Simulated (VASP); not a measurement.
Given:

```
CELL_PARAMETERS angstrom
     -2.28398     2.28398     1.27613
      2.28398    -2.28398     1.27613
      2.28398     2.28398    -1.27613
ATOMIC_POSITIONS crystal
  V  0.75000 0.25000 0.50000
  V  0.00000 0.00000 0.00000
```

Level of theory: PBEsol GGA, VASP's PBE PAW potentials (set 64) (plane waves; VASP). Numerical set-up: 400 eV cut-off, 18×18×18 Γ-centred mesh, tetrahedra with Blöchl corrections, potentials V_sv.

### Question
What does the run give for the energy per atom (σ→0), band gap (on the k-mesh) with the smallest direct gap where there is one?

### Answer

```json
{
 "band gap (on the k-mesh)": "none (metal, semimetal or under 0.01 eV)",
 "energy per atom (σ→0)": "-9.148 eV/atom"
}
```

Only differences to runs with the same potentials and settings are physical.

The structure was generated: V was put into the beta-Sn type (I4_1/amd), which need not be its known phase. It was relaxed first, which changed the volume by -8 %. The run is not spin-polarised, so no magnetic state was tried.
